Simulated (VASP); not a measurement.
# Sr3SbP (P4/mmm) in VASP: further runs, part 2 of 2

VASP 6.6.1.

## 3. Single point, LDA (strain -0.0600 x Voigt [0, 1, 0, 0, 0, 0], atoms carried along)

Input file INCAR:

```
PREC = Accurate ; ENCUT = 520
EDIFF = 1E-7 ; ISMEAR = 0
SIGMA = 0.03 ; LREAL = F
LASPH = T ; NELM = 100
ALGO = Fast ; ISIF = 2
LWAVE = F ; LCHARG = F
GGA = CA ; NBANDS = 28
```

Input file KPOINTS:

```
Automatic mesh
0
Gamma
  6 6 6
```

Input file POSCAR:

```
Sr3SbP
1.0
    5.7400000000      0.0000000000      0.0000000000
    0.0000000000      5.3956000000      0.0000000000
    0.0000000000      0.0000000000      5.7400000000
Sr Sb P
3 1 1
Direct
    0.0000000000      0.5000000000      0.5000000000
    0.5000000000      0.0000000000      0.5000000000
    0.5000000000      0.5000000000      0.0000000000
    0.0000000000      0.0000000000      0.0000000000
    0.5000000000      0.5000000000      0.5000000000
```

Potentials or basis: VASP PAW LDA potentials, release 64 (Sr_sv, Sb, P).

Run with:

```bash
> cat potpaw_LDA.64/Sr_sv/POTCAR potpaw_LDA.64/Sb/POTCAR potpaw_LDA.64/P/POTCAR > POTCAR
> mpirun -np 1 vasp_std > vasp.out
```

OUTCAR:

```text
PREC = Accurate
   ENCUT = 520
   EDIFF = 1E-7
   ISMEAR = 0
   LREAL = F
   LASPH = T
   NELM = 100
   ISIF = 2
   GGA = CA

 ion  position               nearest neighbor table
   1  0.000  0.500  0.500-   5 2.87   5 2.87   2 3.94   4 3.94   2 3.94   4 3.94   4 3.94   2 3.94
                             4 3.94   2 3.94   3 4.06   3 4.06   3 4.06   3 4.06
   2  0.500  0.000  0.500-   5 2.70   5 2.70   1 3.94   3 3.94   1 3.94   3 3.94   3 3.94   3 3.94
                             1 3.94   1 3.94   4 4.06   4 4.06   4 4.06   4 4.06
   3  0.500  0.500  0.000-   5 2.87   5 2.87   2 3.94   2 3.94   4 3.94   2 3.94   4 3.94   2 3.94
                             4 3.94   4 3.94   1 4.06   1 4.06   1 4.06   1 4.06
   4  0.000  0.000  0.000-   1 3.94   3 3.94   1 3.94   1 3.94   3 3.94   1 3.94   3 3.94   3 3.94
                             2 4.06   2 4.06   2 4.06   2 4.06
   5  0.500  0.500  0.500-   2 2.70   2 2.70   3 2.87   3 2.87   1 2.87   1 2.87

  LATTYP: Found a simple tetragonal cell.
 ALAT       =     5.7400000000
 C/A-ratio  =     0.9400000000

  Lattice vectors:

 A1 = (  -5.7400000000,   0.0000000000,   0.0000000000)
 A2 = (   0.0000000000,   0.0000000000,   5.7400000000)
 A3 = (   0.0000000000,   5.3956000000,   0.0000000000)

Analysis of symmetry for initial positions (statically):
=====================================================================
 Subroutine PRICEL returns:
 Original cell was already a primitive cell.

 Routine SETGRP: Setting up the symmetry group for a
 simple tetragonal supercell.

 Subroutine GETGRP returns: Found 16 space group operations
 (whereof 16 operations were pure point group operations)
 out of a pool of 16 trial point group operations.

The static configuration has the point symmetry D_4h.

Analysis of symmetry for dynamics (positions and initial velocities):
=====================================================================
 Subroutine PRICEL returns:
 Original cell was already a primitive cell.

 Routine SETGRP: Setting up the symmetry group for a
 simple tetragonal supercell.

 Subroutine GETGRP returns: Found 16 space group operations
 (whereof 16 operations were pure point group operations)
 out of a pool of 16 trial point group operations.

The dynamic configuration has the point symmetry D_4h.

 Subroutine INISYM returns: Found 16 space group operations
 (whereof 16 operations are pure point group operations),
 and found     1 'primitive' translations

----------------------------------------------------------------------------------------

                                     Primitive cell

  volume of cell :     177.7721

  direct lattice vectors                    reciprocal lattice vectors
     5.740000000  0.000000000  0.000000000     0.174216028  0.000000000  0.000000000
     0.000000000  5.395600000  0.000000000     0.000000000  0.185336200  0.000000000
     0.000000000  0.000000000  5.740000000     0.000000000  0.000000000  0.174216028

  length of vectors
     5.740000000  5.395600000  5.740000000     0.174216028  0.185336200  0.174216028

  position of ions in fractional coordinates (direct lattice)
     0.000000000  0.500000000  0.500000000
     0.500000000  0.000000000  0.500000000
     0.500000000  0.500000000  0.000000000
     0.000000000  0.000000000  0.000000000
     0.500000000  0.500000000  0.500000000
[... 40 lines left out ...]
  0.500000  0.000000  0.000000      2.000000
  0.000000  0.166667  0.000000      2.000000
  0.166667  0.166667  0.000000      8.000000
[... 16 lines left out ...]
  0.166667  0.333333  0.166667      8.000000
  0.333333  0.333333  0.166667     16.000000
 [... further k-points ...]
   k-points           NKPTS =     40   k-points in BZ     NKDIM =     40   number of bands    NBANDS=     28
   number of dos      NEDOS =    301   number of ions     NIONS =      5
   total plane-waves  NPLWV =  92160
   dimension x,y,z NGX =    48 NGY =   40 NGZ =   48
   dimension x,y,z NGXF=    96 NGYF=   80 NGZF=   96
   ions per type =               3   1   1
   NGX,Y,Z   is equivalent  to a cutoff of  13.90, 12.32, 13.90 a.u.
   NGXF,Y,Z  is equivalent  to a cutoff of  27.80, 24.65, 27.80 a.u.
 SYSTEM =  unknown system
   PREC   = accura    normal or accurate (medium, high low for compatibility)
   ISTART =      0    job   : 0-new  1-cont  2-samecut
   ICHARG =      2    charge: 1-file 2-atom 10-const
   ISPIN  =      1    spin polarized calculation?
   LNONCOLLINEAR =      F non collinear calculations
   LSORBIT =      F    spin-orbit coupling
   LASPH  =      T    aspherical Exc in radial PAW
   ENCUT  =  520.0 eV  38.22 Ry    6.18 a.u.  10.67 10.03 10.67*2*pi/ulx,y,z
   NELM   =    100;   NELMIN=  2; NELMDL= -5     # of ELM steps
   EDIFF  = 0.1E-06   stopping-criterion for ELM
   LREAL  =      F    real-space projection
   EDIFFG = 0.1E-05   stopping-criterion for IOM
   NSW    =      0    number of steps for IOM
   IBRION =     -1    ionic relax: 0-MD 1-quasi-New 2-CG
   NFREE  =      0    steps in history (QN), initial steepest desc. (CG)
   ISIF   =      2    stress and relaxation
   ISYM   =      2    0-nonsym 1-usesym 2-fastsym
   POTIM  = 0.5000    time-step for ionic-motion
   TEBEG  =    0.0;   TEEND  =   0.0 temperature during run
   PSTRESS=    0.0 pullay stress
   NELECT =      40.0000    total number of electrons
   NUPDOWN=      -1.0000    fix difference up-down
   EMIN   =  10.00;   EMAX   =-10.00  energy-range for DOS
   EFERMI =   0.00;   METHOD = LEGACY
   ISMEAR =     0;   SIGMA  =   0.03  broadening in eV -4-tet -1-fermi 0-gaus
   EFERMI_NEDOS =   21; number of points for ismear=-14 and -15
   IALGO  =     68    algorithm
   IMIX   =      4    mixing-type and parameters
     AMIX     =   0.40;   BMIX     =  1.00
     AMIX_MAG =   1.60;   BMIX_MAG =  1.00
  volume/ion in A,a.u.               =      35.55       239.93
  Fermi-wavevector in a.u.,A,eV,Ry     =   0.995727  1.881651 13.489801  0.991472
  Thomas-Fermi vector in A             =   2.127767
   LORBIT       =      0    0 simple, 1 ext, 2 COOP (PROOUT), +10 PAW based schemes
   GGA     = CA    functional components
   LHFCALC =     F    Hartree Fock is set to
   AEXX    =    0.0000 exact exchange contribution
   IVDW    =     0    specifies the selected vdW correction
   LEPSILON=     F    determine dielectric tensor
   LRPA    =     F    only Hartree local field effects (RPA)
 non-spin polarized calculation
 RMM-DIIS sequential band-by-band and
 Gauss-broadening in eV      SIGMA  =   0.03
  energy-cutoff  :      520.00
  volume of cell :      177.77
 maximum number of plane-waves:      4820
 NGX is ok and might be reduce to    48
   NGX = 21   NGY = 21   NGZ = 21

 number of electron      39.9999998 magnetization

 Free energy of the ion-electron system (eV)
  ---------------------------------------------------
  ext. energy  EPLUGINS =         0.00000000
  ---------------------------------------------------
  free energy    TOTEN  =       -21.10580936 eV

  energy without entropy =      -21.10565579  energy(sigma->0) =      -21.10573257

 E-fermi :   2.9841     XC(G=0):  -8.6654

 val. band max:        2.9797998261   @ k =   0.0000   0.0000   0.0000
 cond. band min:       2.9883480180   @ k =   0.0000   0.0000   0.0000
 fundamental gap:      0.0085481919
 Fermi energy:         2.9840739221

 k-point     1 :       0.0000    0.0000    0.0000
  band No.  band energies     occupation
      1     -32.5627      2.00000
      2     -32.5389      2.00000
      3     -32.3287      2.00000
      4     -14.8432      2.00000
      5     -14.8296      2.00000
      6     -14.8296      2.00000
[... 733 lines left out ...]
     27       6.0016      0.00000
     28       6.4801      0.00000

 [... further k-points ...]

------------------------ aborting loop because EDIFF is reached ----------------------------------------

  FORCE on cell =-STRESS in cart. coord.  units (eV):
  Direction    XX          YY          ZZ          XY          YZ          ZX
  --------------------------------------------------------------------------------------
  -------------------------------------------------------------------------------------
  Total       -2.4070588      4.3835836     -2.4070588      0.0000000     -0.0000000      0.0000000
  in kB      -21.6937064     39.5072089    -21.6937064      0.0000000     -0.0000000      0.0000000
  external PRESSURE =      -1.2934013 kB  Pullay stress =       0.0000000 kB

 VOLUME and BASIS-vectors are now :
 -----------------------------------------------------------------------------
  energy-cutoff  :      520.00
  volume of cell :      177.77
      direct lattice vectors                 reciprocal lattice vectors
     5.740000000  0.000000000  0.000000000     0.174216028  0.000000000  0.000000000
     0.000000000  5.395600000  0.000000000     0.000000000  0.185336200  0.000000000
     0.000000000  0.000000000  5.740000000     0.000000000  0.000000000  0.174216028

 POSITION                                       TOTAL-FORCE (eV/Angst)
 -----------------------------------------------------------------------------------
      0.00000      2.69780      2.87000         0.000000      0.000000      0.000000
      2.87000      0.00000      2.87000         0.000000      0.000000      0.000000
      2.87000      2.69780      0.00000         0.000000      0.000000      0.000000
      0.00000      0.00000      0.00000         0.000000      0.000000      0.000000
      2.87000      2.69780      2.87000         0.000000      0.000000      0.000000
 -----------------------------------------------------------------------------------
    total drift:                                0.000000      0.000000     -0.000000

  FREE ENERGIE OF THE ION-ELECTRON SYSTEM (eV)
  ---------------------------------------------------
  free  energy   TOTEN  =       -21.1058093562 eV

  energy  without entropy=      -21.1056557858  energy(sigma->0) =      -21.10573257
```

Run time: 2.6 min. Hardware: 1 thread of Intel Xeon 6975P-C (Granite Rapids), shared host; peak memory 0.36 GiB.

Results:

```yaml
Free_energy: -21.1058 eV
Pressure: -0.1 GPa
Band_gap_on_the_k_mesh: 0.01 eV, direct
```

Caveat: spin-orbit coupling is left out, which moves the levels of the heavy elements.

## 4. Single point, LDA (strain -0.0300 x Voigt [0, 1, 0, 0, 0, 0], atoms carried along)

Input file INCAR:

```
SYSTEM = Sr3SbP
PREC = Accurate
ENCUT = 520
EDIFF = 1E-6
ISMEAR = 0
SIGMA = 0.03
LREAL = .FALSE.
LASPH = .TRUE.
NELM = 100
ALGO = Fast
ISIF = 2
LWAVE = .FALSE.
LCHARG = .FALSE.
GGA = CA
NBANDS = 28
```

Input file KPOINTS:

```
regular mesh
0
G
  6 6 6
  0 0 0
```

POSCAR, as its differences from that of step 3:

```diff
@@ -3,3 +3,3 @@
     5.7400000000      0.0000000000      0.0000000000
-    0.0000000000      5.3956000000      0.0000000000
+    0.0000000000      5.5678000000      0.0000000000
     0.0000000000      0.0000000000      5.7400000000
```

Run with:

```bash
> cat potpaw_LDA.64/Sr_sv/POTCAR potpaw_LDA.64/Sb/POTCAR potpaw_LDA.64/P/POTCAR > POTCAR
> mpirun -np 1 vasp_std > vasp.out
```

Run time: 2.1 min. Hardware: 1 thread of Intel Xeon 6975P-C (Granite Rapids), shared host; peak memory 0.37 GiB.

Results (log left out):

| Property | Result |
| --- | --- |
| Free energy | -21.1804 eV |
| Pressure | -1.4 GPa |
| Band gap on the k mesh | 0.14 eV, direct |

Stress tensor (GPa, compression positive):
```
-2.25  0.00  0.00
 0.00  0.38  0.00
 0.00  0.00 -2.25
```

Levels at points of the mesh, in eV from the valence-band top:
```tsv
k point	band 17	band 18	band 19	band 20	band 21	band 22	band 23	band 24
(0.00, 0.00, 0.00)	-1.08	-0.11	-0.11	0.00	0.14	0.44	0.60	0.86
(0.50, 0.00, 0.00)	-1.25	-1.04	-0.96	-0.85	1.18	1.37	1.58	2.50
(0.00, 0.50, 0.00)	-1.31	-1.31	-0.97	-0.97	1.23	1.31	1.52	2.68
(0.50, 0.50, 0.00)	-1.54	-1.29	-1.29	-1.03	1.68	1.86	1.89	2.22
(0.50, 0.00, 0.50)	-1.29	-1.28	-1.28	-0.93	1.61	1.93	1.93	2.31
(0.50, 0.50, 0.50)	-2.95	-1.30	-1.28	-1.28	1.67	1.87	1.87	2.46
```

Caveat: spin-orbit coupling is left out, which moves the levels of the heavy elements. A k mesh can miss the band edges.

## 5. Summary

| cell | further INCAR settings | gap on the mesh (eV) | pressure (GPa) |
| --- | --- | --- | --- |
| strain +0.0150 x Voigt [0, 1, 0, 0, 0, 0], atoms carried along | ALGO = Fast; EDIFF = 1e-06; NBANDS = 28 | 0.12 | -2.7 |
| strain -0.0600 x Voigt [0, 1, 0, 0, 0, 0], atoms carried along | ALGO = Fast; EDIFF = 1e-07; NBANDS = 28 | 0.01 | -0.1 |
| strain -0.0300 x Voigt [0, 1, 0, 0, 0, 0], atoms carried along | ALGO = Fast; EDIFF = 1e-06; NBANDS = 28 | 0.14 | -1.4 |

Alike in all rows: task single point; level LDA; potentials or basis VASP PAW LDA potentials, release 64 (Sr_sv, Sb, P); no spin polarisation; k mesh 6 × 6 × 6; cutoff (eV) 520; smearing gaussian 0.03 eV.

Caveats: spin-orbit coupling is left out, which moves the levels of the heavy elements.

Total energies depend on the potentials used, so only differences within one code and one set of settings carry meaning.
